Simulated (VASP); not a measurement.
**AlH under changes of volume**

One of the cells (9.675 Å³/atom); the others are scaled copies at fixed shape and fractional positions:

```
Al H
1.0
     0.00000    2.13082    2.13082
     2.13082    0.00000    2.13082
     2.13082    2.13082    0.00000
Al H
1 1
Direct
  0.00000 0.00000 0.00000
  0.50000 0.50000 0.50000
```

The cell was built by a generator and needn't be a form met in nature.

```yaml
Program: VASP 6.6.1
Functional: PBE
Potentials_or_basis: VASP PAW PBE potentials, release 64 (Al, H)
Cutoff: 520 eV
k_mesh: 11 × 11 × 11
Occupations: fermi-dirac, width 0.05 eV
Spin: no spin polarisation
```

```tsv
volume (Å³/atom)	energy over the lowest point (meV/atom)	pressure (GPa)
8.916	7.26	5.0
9.106	2.49	3.0
9.295	0.00	1.1
9.675	?	?
9.864	3.66	-3.0
10.054	7.61	-4.0
```

Task: What does the run at 9.675 Å³/atom give?

Result: Energy over the lowest point 0.90 meV/atom; pressure -1.8 GPa.

Worked out: A Birch-Murnaghan fit of order 3 (a polynomial in V^(-2/3)) to the other rows has its minimum at 9.43 Å³/atom with B0 = V·E''(V) = 75 GPa and B' = 7.2. It gives 0.91 meV/atom at 9.675 Å³/atom, against the run's 0.90, and -dE/dV = -1.7 GPa, against -1.8.

Energies are extrapolated to zero smearing.
